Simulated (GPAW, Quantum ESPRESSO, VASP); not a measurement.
**Code comparison for AuAl2 (Fm-3m, 3 atoms in the cell)**

Self-consistent single point.

```xyz
3
Lattice="0.0000 2.9340 2.9340 2.9340 0.0000 2.9340 2.9340 2.9340 0.0000" Properties=species:S:1:pos:R:3 pbc="T T T"
Al     1.4670     1.4670     1.4670
Al     4.4010     4.4010     4.4010
Au     0.0000     0.0000     0.0000
```

All programs got the same cell, k-point mesh and kind of occupations (in Quantum ESPRESSO's words: occupations = smearing; smearing = gauss; degauss = 0.0036749 Ry; K_POINTS = automatic 13 13 13 0 0 0); potentials, basis and cutoffs are each program's usual ones.

```json
[
 {"code": "Quantum ESPRESSO", "model": "PBE, GBRV 1.5 ultrasoft (PBE) pseudopotentials", "pressure (GPa)": "12.63", "cutoff": "40 Ry"},
 {"code": "VASP", "model": "PBE, VASP's PBE PAW potentials (set 64)", "pressure (GPa)": "12.30", "cutoff": "300 eV"},
 {"code": "GPAW", "model": "PBE, GPAW PAW datasets PBE (gpaw-data 1.0.1)", "pressure (GPa)": "13.33", "cutoff": "550 eV"}
]
```

The spread over the programs that give each value: pressure within 1.03 GPa.

The starting cell has typed, rounded lattice constants, without a prior relaxation at this level. Its lattice was rescaled by a random factor within 2.5 % of one. On Quantum ESPRESSO's run: Spin-orbit coupling is off. In the base run, with a pressure of about 13 GPa the cell is away from its equilibrium volume at this level.

Question: Why do the programs differ, and what cannot be compared?

Answer: Differences of this kind can come from the potentials, where these differ, and from what each basis and cutoff leave unconverged. The zero of total energies and Fermi levels follows the potentials and each program's conventions, so they are not compared here.

VASP's run is marked for a possible Pulay error in its stress at this cutoff; no cutoff test was made.

Left out of this page: Ansatz, ABINIT, Elk and SIESTA (not drawn, or without a comparable value); FLEUR (with a known weakness of the program).
